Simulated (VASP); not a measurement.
Wanted: the native input for a VASP 6.6.1 run.

```
Task                   : band structure
Functional             : TB-mBJ
Potentials or basis    : VASP PAW PBE potentials, release 64 (Sn_d, Se)
Cutoff                 : 520 eV
k mesh                 : 6 × 6 × 4
Occupations            : gaussian, width 0.03 eV
Spin                   : spin-orbit coupling, no magnetisation
Further INCAR settings : ALGO = Normal; EDIFF = 1e-06
```

The system is SnSe2.

```xyz
3
Lattice="3.8408 0.0000 0.0000 -1.9204 3.3263 0.0000 0.0000 0.0000 6.0073" Properties=species:S:1:pos:R:3 pbc="T T T"
Sn    3.8408    0.0000    0.0000
Se    0.0000    2.2175    1.5950
Se    1.9204    1.1088    4.4123
```

The input as run:

POSCAR

```
SnSe2                                   
1.0
    3.8408446087      0.0000000000     -0.0000000000
   -1.9204223043      3.3262690031      0.0000000000
   -0.0000000000     -0.0000000000      6.0073279042
  Sn              Se            
     1     2
Direct
     1.0000000000000000    0.0000000000000000    0.0000000000000000
     0.3333333332999970    0.6666666667000030    0.2655066399961811
     0.6666666667000030    0.3333333332999970    0.7344933600038188
```

INCAR.step1

```
SYSTEM = SnSe2
  ALGO = Normal
  EDIFF = 1E-5
  ENCUT = 520
  GGA = PE
  GGA_COMPAT = .FALSE.
  ISIF = 2
  ISMEAR = 0
  KPAR = 2
  LASPH = .TRUE.
  LCHARG = .FALSE.
  LORBIT = 11
  LREAL = .FALSE.
  LSORBIT = .TRUE.
  LWAVE = .TRUE.
  MAGMOM = 0 0 0 0 0 0 0 0 0
  NELM = 80
  PREC = Accurate
  SIGMA = 0.03
```

INCAR.step2

```
SYSTEM = SnSe2
  ALGO = Normal
  EDIFF = 1E-6
  ENCUT = 520
  GGA_COMPAT = .FALSE.
  ISIF = 2
  ISMEAR = 0
  ISTART = 1
  KPAR = 2
  LASPH = .TRUE.
  LCHARG = .FALSE.
  LORBIT = 11
  LREAL = .FALSE.
  LSORBIT = .TRUE.
  LWAVE = .FALSE.
  MAGMOM = 0 0 0 0 0 0 0 0 0
  METAGGA = MBJ
  NELM = 80
  PREC = Accurate
  SIGMA = 0.03
```

KPOINTS

```
k-points
0
G
  6 6 4
  0 0 0
```

KPOINTS_OPT

```
explicit points
258
Reciprocal
 0.0000000000  0.0000000000  0.0000000000 1
 0.0263157895  0.0000000000  0.0000000000 1
 0.0526315789  0.0000000000  0.0000000000 1
 0.0789473684  0.0000000000  0.0000000000 1
 0.1052631579  0.0000000000  0.0000000000 1
 0.1315789474  0.0000000000  0.0000000000 1
[... 250 lines left out ...]
 0.5000000000  0.0000000000  0.0341801200 1
 0.5000000000  0.0000000000 -0.0341801200 1
```

Potentials or basis: VASP PAW PBE potentials, release 64 (Sn_d, Se).

The run is started by

```sh
$ cat potpaw_PBE.64/Sn_d/POTCAR potpaw_PBE.64/Se/POTCAR > POTCAR
$ cp INCAR.step1 INCAR
$ mpirun -np 2 vasp_ncl > vasp.out
$ cp INCAR.step2 INCAR
$ mpirun -np 2 vasp_ncl > vasp.out
```

Results of the run:

```
Valence electrons inside the program's atomic spheres : Sn 11.92; Se 4.11
```

Run time: 7.7 min on 2 MPI ranks on Intel(R) Xeon(R) 6975P-C (Granite Rapids), with other jobs on the host, peak memory 0.49 GiB a rank.
